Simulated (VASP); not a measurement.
Data:

```xyz
1
Lattice="-2.4529 2.4529 2.4529 2.4529 -2.4529 2.4529 2.4529 2.4529 -2.4529" Properties=species:S:1:pos:R:3 pbc="T T T"
Ba     0.0000     0.0000     0.0000
```

Level of theory: optB86b-vdW, VASP's PBE PAW potentials (set 64) (plane waves; VASP). Run with 520 eV cut-off, 10×10×10 Γ-centred mesh, first-order Methfessel-Paxton smearing of 0.10 eV, potentials Ba_sv.

Unless said otherwise, spin-orbit coupling is left out, though it shifts the bands of the heavy elements here.

Problem. Predict the energy per atom (σ→0), band gap (on the k-mesh) with the smallest direct gap where there is one.

Solution. 
The band gap (on the k-mesh) is none (metal, semimetal or under 0.01 eV). The energy per atom (σ→0) is 0.195 eV/atom.

The compound is Ba in the bcc structure. It was relaxed first, which changed the volume by -7 %. The start is the result of an earlier pass.
